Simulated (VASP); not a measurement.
Here is the system:

```xyz
3
Lattice="1.8060 -3.1281 0.0000 1.8060 3.1281 0.0000 0.0000 0.0000 5.8209" Properties=species:S:1:pos:R:3 pbc="T T T"
Hf     0.0000     0.0000     5.8209
S      1.8060     1.0427     1.4489
S      1.8060    -1.0427     4.3719
```

The numbers are results of PBE GGA with D4 dispersion, VASP's PBE PAW potentials (set 64) (plane waves; VASP), not measurements. Settings: 520 eV cut-off, 8×8×5 Γ-centred mesh, tetrahedra with Blöchl corrections, potentials Hf_pv S.

The cores are frozen, which limits the accuracy of field gradients.

Problem. Give the principal components of the electric field gradient (V/Å²) and the asymmetry η at each nucleus.

Solution. 
```tsv
atom	Vxx	Vyy	Vzz	η
Hf1	13.7	13.7	-27.5	0.00
S2	1.0	1.0	-1.9	0.00
S3	1.0	1.0	-1.9	0.00
```

The compound is HfS2 in the 1T layered structure. It was relaxed first.
